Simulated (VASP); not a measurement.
KI (rock salt), at 1.04 of the tabulated volume:

```yaml
crystal:
  lattice:
    - [0.00000, 3.58152, 3.58152]
    - [3.58152, 0.00000, 3.58152]
    - [3.58152, 3.58152, 0.00000]
  atoms:
    - { symbol: K, position: [0.00000, 0.00000, 0.00000] }
    - { symbol: I, position: [0.50000, 0.50000, 0.50000] }
```

The lowest empty band near Γ, direction [110], from PBE with spin-orbit coupling in VASP (PAW); its two spin partners are averaged. The gap over the points computed is 3.56 eV, and the next band on that side lies 2.63 eV away at the edge.

Run with 400 eV cut-off, 7×7×7 Γ-centred mesh, Gaussian smearing of 0.050 eV, potentials K_sv I.

```json
[
 {"distance from the edge in k (1/Å)": "0.018", "distance in energy (meV)": "3.7"},
 {"distance from the edge in k (1/Å)": "0.025", "distance in energy (meV)": "7.1"},
 {"distance from the edge in k (1/Å)": "0.035", "distance in energy (meV)": "13.9"},
 {"distance from the edge in k (1/Å)": "0.050", "distance in energy (meV)": "28.3"},
 {"distance from the edge in k (1/Å)": "0.070", "distance in energy (meV)": "54.9"}
]
```

Fit E(1 + αE) = ħ²k²/2m* (ħ²/2m0 = 3.810 eV Å²) and predict the row at 0.095 1/Å.

Least squares on the energies gives the electron mass m* = 0.334 m0 and α = 0.35 per eV, and so 99.6 meV. The run gave 99.8 meV, +0.2 meV from the fit.

Left out are points under 3 meV from the edge, since the levels carry 0.1 meV, and points farther than half the way to the next band.

The compound is KI in the rock salt structure. The cell was not relaxed at this level.
